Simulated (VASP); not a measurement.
A cell of Ir (fcc) near equilibrium:

```yaml
crystal:
  lattice:
    - [0.00000, 1.92616, 1.92616]
    - [1.92616, 0.00000, 1.92616]
    - [1.92616, 1.92616, 0.00000]
  atoms:
    - { symbol: Ir, position: [0.00000, 0.00000, 0.00000] }
```

The numbers are results of r2SCAN meta-GGA, VASP's PBE PAW potentials (set 64) (plane waves; VASP), not measurements.

```tsv
run	ΔE (meV/atom)	σxx	σyy	σzz	largest shear component, with its sign (GPa)	largest force (eV/Å)
as it is	0.0	0.27	0.27	0.27	0.00	0.000
after one change	5.6	-3.37	-3.37	-8.65	0.00	0.000
```
Stress is in GPa, positive when the cell is compressed.

Question: Which change was made?
A) uniaxial strain of -0.5 % along x
B) uniaxial strain of +1.5 % along z
C) biaxial strain of -1.5 % in the xy plane
D) isotropic strain of -0.5 %

Answer: B, uniaxial strain of +1.5 % along z

The compound is Ir in the fcc structure.
